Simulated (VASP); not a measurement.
Here is the system:

```
TlCl
1.0
    3.69553     0.00000     0.00000
    0.00000     3.69553     0.00000
    0.00000     0.00000     3.69553
Tl Cl
1 1
Direct
  0.00000   0.00000   0.00000
  0.50000   0.50000   0.50000
```

All values below come from LDA (Ceperley-Alder, Perdew-Zunger), VASP's LDA PAW potentials (set 64) (plane waves; VASP 6.6.1). Settings: 520 eV cut-off, 8×8×8 Γ-centred mesh, tetrahedra with Blöchl corrections, potentials Tl_d Cl.

Unless said otherwise, spin-orbit coupling is left out, though it shifts the bands of the heavy elements here.

Tabulate the total density of states (states/eV per cell) against energy (eV; zero at the valence-band maximum or, without a gap, the Fermi level).

```
E (eV) | DOS (states/eV)
    -9.98 | ############################## 43.3
    -9.74 |  0.40
    -9.62 |  0.00
    -9.38 |  0.00
    -9.26 |  0.00
    -9.02 |  0.00
    -8.90 |  0.00
    -8.66 |  0.00
    -8.42 |  0.00
    -8.30 |  0.00
    -8.06 |  0.00
    -7.94 |  0.00
    -7.70 |  0.00
    -7.46 |  0.00
    -7.34 |  0.00
    -7.10 |  0.00
    -6.98 |  0.00
    -6.74 |  0.00
    -6.62 |  0.00
    -6.38 |  0.00
    -6.14 |  0.42
    -6.02 |  0.68
    -5.78 | # 1.22
    -5.66 | # 2.05
    -5.42 | # 1.54
    -5.18 | # 0.91
    -5.06 | # 0.76
    -4.82 |  0.60
    -4.70 |  0.50
    -4.46 |  0.39
    -4.34 |  0.34
    -4.10 |  0.26
    -3.86 |  0.20
    -3.74 |  0.38
    -3.50 | # 0.82
    -3.38 | # 1.00
    -3.14 | # 1.82
    -2.90 | # 2.14
    -2.78 | # 1.56
    -2.54 | # 1.73
    -2.42 | # 2.12
    -2.18 | ## 2.73
    -2.06 | ## 3.08
    -1.82 | ## 3.59
    -1.58 | ## 2.66
    -1.46 | # 1.11
    -1.22 | # 1.09
    -1.10 | # 1.13
    -0.86 | # 1.67
    -0.62 | # 1.44
    -0.50 |  0.63
    -0.26 |  0.10
    -0.14 |  0.03
     0.10 |  0.00
     0.22 |  0.00
     0.46 |  0.00
     0.70 |  0.00
     0.82 |  0.00
     1.06 |  0.00
     1.18 |  0.00
     1.42 |  0.00
     1.66 |  0.00
     1.78 |  0.01
     2.02 |  0.07
     2.14 |  0.14
     2.38 |  0.37
     2.50 |  0.46
     2.74 |  0.61
     2.98 | # 0.83
     3.10 | # 0.98
     3.34 | # 1.61
     3.46 | # 1.91
     3.70 | # 1.87
     3.94 | # 1.44
     4.06 | # 1.31
     4.30 | # 1.03
     4.42 | # 0.90
     4.66 | # 1.01
     4.78 | # 1.10
     5.02 | # 1.04
```
Within 2 eV below the valence-band maximum the largest weight inside VASP's projection spheres is Cl p, then Tl s.

The compound is TlCl in the CsCl type structure. It was relaxed first, which changed the volume by -11 %.
